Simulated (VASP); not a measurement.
All values below come from PBE GGA, VASP's PBE PAW potentials (set 64) (plane waves; VASP 6.6.1).

Input for VASP

File KPOINTS:
```
Automatic mesh
0
Gamma
11 11 11
0 0 0
```

**INCAR**
```
! general
SYSTEM   =  Bi
PREC     =  Accurate
ENCUT    =  400   ! plane-wave cut-off (eV)
LREAL    =  .FALSE.   ! projection in real space or not
LASPH    =  .TRUE.

! electronic loop
EDIFF    =  1E-7
NELM     =  100
ALGO     =  Normal   ! blocked Davidson
LMAXMIX  =  4   ! l cut-off of mixed one-centre charges

! smearing
ISMEAR   =  -5

! functional
GGA      =  PE

! ions
ISIF     =  2   ! forces and stress, cell fixed

! output
LWAVE    =  .FALSE.
LCHARG   =  .TRUE.
LORBIT   =  11   ! lm-projected
NEDOS    =  601
```

POSCAR:
```
Bi
1
    4.2319651146    -2.2932603741     0.0108670379
    4.2319651146     2.2932603741     0.0108670379
    2.9795899137     0.0000000000     3.7803086987
Bi
2
Direct
  0.2341063884   0.2341063884   0.2341063884
  0.7658936116   0.7658936116   0.7658936116
```

POTCAR, in this order: Bi_d (PBE.64 set). Program: vasp_std.

For a metal the tetrahedron method with Blöchl corrections gives inexact stress and forces. Unless said otherwise, spin-orbit coupling is left out, though it shifts the bands of the heavy elements here.

Task: Predict the energy per atom (σ→0), band gap (on the k-mesh).

Result: 
```
Quantity                                                    Result
------------------------  ----------------------------------------
energy per atom (σ→0)                       -375.1 kJ/mol of atoms
band gap (on the k-mesh)  none (metal, semimetal or under 0.01 eV)
```

**OSZICAR**
```
...
DAV:   7    -0.777481201259E+01   -0.57246E-03   -0.12908E-02  6060   0.141E+00    0.110E-01
DAV:   8    -0.777501719201E+01   -0.20518E-03   -0.15962E-03  6014   0.484E-01    0.250E-02
DAV:   9    -0.777504165417E+01   -0.24462E-04   -0.64177E-05  7433   0.685E-02    0.112E-02
DAV:  10    -0.777503896344E+01    0.26907E-05   -0.93787E-06  5847   0.278E-02    0.164E-03
DAV:  11    -0.777503931160E+01   -0.34816E-06   -0.59847E-07  4895   0.668E-03    0.120E-03
DAV:  12    -0.777503911477E+01    0.19683E-06   -0.20665E-07  4516   0.309E-03    0.243E-04
DAV:  13    -0.777503910537E+01    0.93914E-08   -0.17788E-08  3173   0.137E-03
   1 F= -.77750391E+01 E0= -.77750391E+01  d E =0.000000E+00
```

The compound is Bi in the a7 structure. It was relaxed first.
